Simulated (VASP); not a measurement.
A run of VASP 6.6.1:

INCAR

```
PREC     = Accurate       # precision mode
ENCUT    = 600            # plane-wave cutoff, eV
EDIFF    = 1E-6           # SCF threshold, eV
ISMEAR   = 1              # smearing method
SIGMA    = 0.1            # smearing width, eV
LREAL    = False          # projectors in reciprocal space
LASPH    = True           # aspherical terms in the spheres
NELM     = 80             # most SCF steps
ALGO     = Normal         # electronic algorithm
ISIF     = 3              # what is computed and relaxed
LWAVE    = False          # write WAVECAR
LCHARG   = False          # write CHGCAR
GGA      = PE             # functional
IVDW     = 12             # dispersion correction
IBRION   = 2              # ionic algorithm
NSW      = 90             # ionic steps
EDIFFG   = -0.01          # ionic threshold
KPAR     = 4
```

The input KPOINTS:

```
Automatic mesh
0
Gamma
  12 12 6
```

The input POSCAR:

```
TiTe2
1.0
    3.7770000000      0.0000000000      0.0000000000
   -1.8885000000      3.2709779501      0.0000000000
    0.0000000000      0.0000000000      6.4980000000
Ti Te
1 2
Direct
    0.0000000000      0.0000000000      0.0000000000
    0.6666666667      0.3333333333      0.2628000000
    0.3333333333      0.6666666667      0.7372000000
```

Potentials or basis: VASP PAW PBE potentials, release 64 (Ti_sv, Te).

Command:

```sh
$ cat potpaw_PBE.64/Ti_sv/POTCAR potpaw_PBE.64/Te/POTCAR > POTCAR
$ mpirun -np 4 vasp_std > vasp.out
```

Hardware: 4 MPI ranks on AMD EPYC 7R13 Processor (Zen 3), with other jobs on the host.

**Question.** How long does it take, and how much memory?

**Answer.** Wall time 4.7 min on 4 MPI ranks on AMD EPYC 7R13 Processor (Zen 3) (shared host), peak memory 0.34 GiB a rank. Counts: scf iterations 89, k points 100, ion steps 9.
